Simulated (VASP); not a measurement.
An input for Quantum ESPRESSO's pw.x (written as the equivalent of a VASP run, and not itself run):

```
&CONTROL
  calculation = 'vc-relax'
  pseudo_dir = './pseudo'
  outdir = './out'
  tprnfor = .true.
  tstress = .true.
  nstep = 60
  forc_conv_thr = 0.00078
/
&SYSTEM
  ibrav = 0
  nat = 4
  ntyp = 1
  ecutwfc = 82
  occupations = 'smearing'
  smearing = 'gaussian'
  degauss = 0.003675
  input_dft = 'vdw-df-ob86'
/
&ELECTRONS
  conv_thr = 7.3e-08
  electron_maxstep = 100
/
&IONS
/
&CELL
/
ATOMIC_SPECIES
  C 12.011 C.upf
CELL_PARAMETERS angstrom
     1.2307166   -2.1316632    0.0000000
     1.2307166    2.1316632    0.0000000
     0.0000000   -0.0000000    7.1929606
ATOMIC_POSITIONS crystal
  C    0.0000000  0.0000000  0.2500000
  C    0.0000000  0.0000000  0.7500000
  C    0.3333330  0.6666670  0.2500000
  C    0.6666670  0.3333330  0.7500000
K_POINTS automatic
  9 9 3 0 0 0
```

Task: Translate this input to VASP (INCAR, KPOINTS, POSCAR, choice of POTCAR).

Result: This is not unique; one that fits is 
### KPOINTS
```
Automatic mesh
0
Gamma
9 9 3
0 0 0
```

### POSCAR
```
C
1
    1.2307166181    -2.1316632181     0.0000000000
    1.2307166181     2.1316632181     0.0000000000
    0.0000000000    -0.0000000000     7.1929605768
C
4
Direct
  0.0000000000   0.0000000000   0.2500000000
  0.0000000000   0.0000000000   0.7500000000
  0.3333330000   0.6666670000   0.2500000000
  0.6666670000   0.3333330000   0.7500000000
```

### INCAR
```
AGGAC=0.0
ALGO=Normal
EDIFF=1E-6
EDIFFG=-0.02
ENCUT=520
GGA=MK
IBRION=2
ISIF=3
ISMEAR=0
LASPH=.TRUE.
LCHARG=.FALSE.
LREAL=.FALSE.
LUSE_VDW=.TRUE.
LWAVE=.FALSE.
NELM=100
NSW=60
PARAM1=0.1234
PARAM2=1.0
PREC=Accurate
SIGMA=0.05
SYSTEM=C
```

POTCAR, in this order: C (PBE.64 set). Program: vasp_std.

Limits of the translation: the potentials are each code's own (VASP's PAW set, PseudoDojo norm-conserving files in pw.x), so ENCUT and ecutwfc are chosen apart and not converted; conv_thr bounds pw.x's estimated SCF error, while EDIFF bounds the energy change between steps; forc_conv_thr acts on force components and is met together with etot_conv_thr.

The compound is C in the graphite structure. This run relaxes it. Symmetry was kept, so distortions that lower it aren't found. The k-mesh is coarse (spacing up to 0.33 per Å, 2π included), so the numbers may not be converged in it.
